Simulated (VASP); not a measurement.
Energy against volume of PbS (rock salt). Method: LDA (Ceperley-Alder, Perdew-Zunger), VASP's LDA PAW potentials (set 64) (plane waves; VASP). Run with 520 eV cut-off, 8×8×8 Γ-centred mesh, Gaussian smearing of 0.050 eV, potentials Pb_d S.

```csv
V (Å³/atom),E (eV/atom)
24.210,-4.99453
24.959,-4.99953
25.708,-4.99594
26.457,-4.98449
```

**Question.** Fit these four points and predict the energy of the run at 23.462 Å³/atom.

**Answer.** A cubic in V^(−2/3), the third-order Birch-Murnaghan form, passes through the four points with V0 = 25.01 Å³/atom and B0 = 61 GPa, and gives -4.9802 eV/atom there. The run gave -4.9792 eV/atom, +1.0 meV/atom from the fit; all five points give B0 = 62 GPa.

The compound is PbS in the rock salt structure. It was relaxed first.
